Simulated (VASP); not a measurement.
Data:

```
CELL_PARAMETERS angstrom
      2.99000     0.00000     0.00000
      0.00000     2.99000     0.00000
      0.00000     0.00000     2.99000
ATOMIC_POSITIONS crystal
  Ti 0.00000 0.00000 0.00000
  Co 0.50000 0.50000 0.50000
```

All values below come from optB86b-vdW, VASP's PBE PAW potentials (set 64) (plane waves; VASP). Run with 520 eV cut-off, 11×11×11 Γ-centred mesh, first-order Methfessel-Paxton smearing of 0.10 eV, potentials Ti_sv Co.

Energy and stress use the plane-wave basis of the starting cell.

**Question.** The ions, cell shape and volume are relaxed. Predict the relaxed structure.

**Answer.** 
```
CELL_PARAMETERS angstrom
      2.94707     0.00000     0.00000
      0.00000     2.94707     0.00000
      0.00000     0.00000     2.94707
ATOMIC_POSITIONS crystal
  Ti 0.00000 0.00000 0.00000
  Co 0.50000 0.50000 0.50000
```
Space group Pm-3m (221), at a tolerance of 0.03 Å.

**Question.** How do energy and volume change from the first to the last step?

**Answer.** The energy (σ→0) changes by -13.9 meV/atom and the volume by -4.2 %, in 3 ionic steps.

```
step  E(σ→0) (eV)  max force (eV/Å)  pressure (GPa)  volume (Å³)
----  -----------  ----------------  --------------  -----------
1        -10.4956             0.000           -7.46        26.73
2        -10.4882             0.000            9.91        24.39
3        -10.5235             0.000           -0.06        25.60
```

The compound is TiCo in the CsCl type structure. This run relaxes it. Symmetry was kept, so distortions that lower it aren't found. The run is not spin-polarised, so no magnetic state was tried. The electron count is odd and the run is not spin-polarised, which forces a metal.
